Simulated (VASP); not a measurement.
All values below come from revPBE GGA, VASP's PBE PAW potentials (set 64) (plane waves; VASP).

Input for VASP

### INCAR
```
ALGO  =  Normal
EDIFF  =  1E-7
ENCUT  =  520
GGA  =  RE
ISIF  =  2
ISMEAR  =  -5
LASPH  =  .TRUE.
LCHARG  =  .TRUE.
LORBIT  =  11
LREAL  =  .FALSE.
LWAVE  =  .FALSE.
NEDOS  =  601
NELM  =  100
PREC  =  Accurate
SYSTEM  =  Li
```

File POSCAR:
```
Li
1
   -1.7393285767     1.7393285767     1.7393285767
    1.7393285767    -1.7393285767     1.7393285767
    1.7393285767     1.7393285767    -1.7393285767
Li
1
Direct
  0.0000000000   0.0000000000   0.0000000000
```

KPOINTS:
```
kpoints
0
gamma
16 16 16
0 0 0
```

POTCAR, in this order: Li_sv (PBE.64 set). Program: vasp_std.

The resulting files:

File OSZICAR:
```
       N       E                     dE             d eps       ncg     rms          rms(c)
DAV:   1     0.674909460429E+00    0.67491E+00   -0.70358E+02  1475   0.408E+02
DAV:   2    -0.167737801129E+01   -0.23523E+01   -0.23279E+01  1990   0.613E+01
DAV:   3    -0.180624833736E+01   -0.12887E+00   -0.12831E+00  1855   0.942E+00
DAV:   4    -0.180990919156E+01   -0.36609E-02   -0.36609E-02  1855   0.146E+00
DAV:   5    -0.180995402784E+01   -0.44836E-04   -0.44850E-04  1880   0.138E-01    0.204E-01
DAV:   6    -0.180898982167E+01    0.96421E-03   -0.17727E-04  2220   0.104E-01    0.122E-01
DAV:   7    -0.180858538228E+01    0.40444E-03   -0.48415E-04  2245   0.181E-01    0.220E-02
DAV:   8    -0.180858072975E+01    0.46525E-05   -0.24239E-06  1555   0.176E-02    0.954E-04
DAV:   9    -0.180857819110E+01    0.25386E-05   -0.95325E-08  2085   0.328E-03    0.306E-04
DAV:  10    -0.180857739574E+01    0.79536E-06   -0.35867E-09   870   0.733E-04    0.273E-04
DAV:  11    -0.180857723131E+01    0.16443E-06   -0.14197E-09   785   0.461E-04    0.554E-05
DAV:  12    -0.180857720224E+01    0.29072E-07   -0.23578E-10   745   0.211E-04
   1 F= -.18085772E+01 E0= -.18085772E+01  d E =0.000000E+00
```

**OUTCAR**
```
------------------------ aborting loop because EDIFF is reached ----------------------------------------
  FORCE on cell =-STRESS in cart. coord.  units (eV):
  Direction    XX          YY          ZZ          XY          YZ          ZX
  --------------------------------------------------------------------------------------
  Total       -0.0026010     -0.0026010     -0.0026010      0.0000000     -0.0000000      0.0000000
  in kB       -0.1979940     -0.1979940     -0.1979940      0.0000000     -0.0000000      0.0000000
  external PRESSURE =      -0.1979940 kB  Pullay stress =       0.0000000 kB
  volume of cell :       21.05
      direct lattice vectors                 reciprocal lattice vectors
    -1.739328577  1.739328577  1.739328577     0.000000000  0.287467248  0.287467248
     1.739328577 -1.739328577  1.739328577     0.287467248  0.000000000  0.287467248
     1.739328577  1.739328577 -1.739328577     0.287467248  0.287467248  0.000000000
 POSITION                                       TOTAL-FORCE (eV/Angst)
 -----------------------------------------------------------------------------------
      0.00000      0.00000      0.00000         0.000000      0.000000     -0.000000
 -----------------------------------------------------------------------------------
    total drift:                               -0.000000      0.000000     -0.000000
  FREE ENERGIE OF THE ION-ELECTRON SYSTEM (eV)
  ---------------------------------------------------
  free  energy   TOTEN  =        -1.8085772022 eV

  energy  without entropy=       -1.8085772022  energy(sigma->0) =       -1.80857720

 total charge

# of ion       s       p       d       tot
------------------------------------------
    1        2.031   0.036   0.000   2.066
```
(Selected blocks of OUTCAR.)

For a metal the tetrahedron method with Blöchl corrections gives inexact stress and forces.

The compound is Li in the bcc structure. It was relaxed first.
